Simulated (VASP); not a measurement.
VASP input:

INCAR:
```
SYSTEM = CaF2
PREC = Accurate
ENCUT = 620
EDIFF = 1E-6
NELM = 100
ALGO = Normal
LREAL = .FALSE.
LASPH = .TRUE.
ISMEAR = 0
SIGMA = 0.05
LWAVE = .FALSE.
LCHARG = .FALSE.
IBRION = 2
ISIF = 3
NSW = 40
EDIFFG = -0.02
```

**POSCAR**
```
CaF2
1.0
  0.0000000000   2.6688414332   2.6688414332
  2.6688414332   0.0000000000   2.6688414332
  2.6688414332   2.6688414332   0.0000000000
Ca F
1 2
Cartesian
  2.6688414332   2.6688414332   5.3376828664
  1.3344207166   1.3344207166   1.3344207166
  4.0032621498   4.0032621498   4.0032621498
```

KPOINTS:
```
Automatic mesh
0
Gamma
7 7 7
0 0 0
```

POTCAR, in this order: Ca_sv F (LDA.64 set). Program: vasp_std.

Problem. Translate this LDA calculation to Quantum ESPRESSO's pw.x.

Solution. One equivalent input (not run):
```
&CONTROL
  calculation = 'vc-relax'
  pseudo_dir = './pseudo'
  outdir = './out'
  tprnfor = .true.
  tstress = .true.
  nstep = 40
  forc_conv_thr = 0.00078
/
&SYSTEM
  ibrav = 0
  nat = 3
  ntyp = 2
  ecutwfc = 84
  occupations = 'smearing'
  smearing = 'gaussian'
  degauss = 0.003675
  input_dft = 'pz'
/
&ELECTRONS
  conv_thr = 7.3e-08
  electron_maxstep = 100
/
&IONS
/
&CELL
/
ATOMIC_SPECIES
  Ca 40.078 Ca.upf
  F 18.998 F.upf
CELL_PARAMETERS angstrom
    -0.0000000    2.6688414    2.6688414
     2.6688414   -0.0000000    2.6688414
     2.6688414    2.6688414   -0.0000000
ATOMIC_POSITIONS crystal
  Ca   1.0000000  1.0000000  0.0000000
  F    0.2500000  0.2500000  0.2500000
  F    0.7500000  0.7500000  0.7500000
K_POINTS automatic
  7 7 7 0 0 0
```
Limits of the translation: the potentials are each code's own (VASP's PAW set, PseudoDojo norm-conserving files in pw.x), so ENCUT and ecutwfc are chosen apart and not converted; conv_thr bounds pw.x's estimated SCF error, while EDIFF bounds the energy change between steps; forc_conv_thr acts on force components and is met together with etot_conv_thr.

The compound is CaF2 in the fluorite structure. This run relaxes it. Symmetry was kept, so distortions that lower it aren't found.
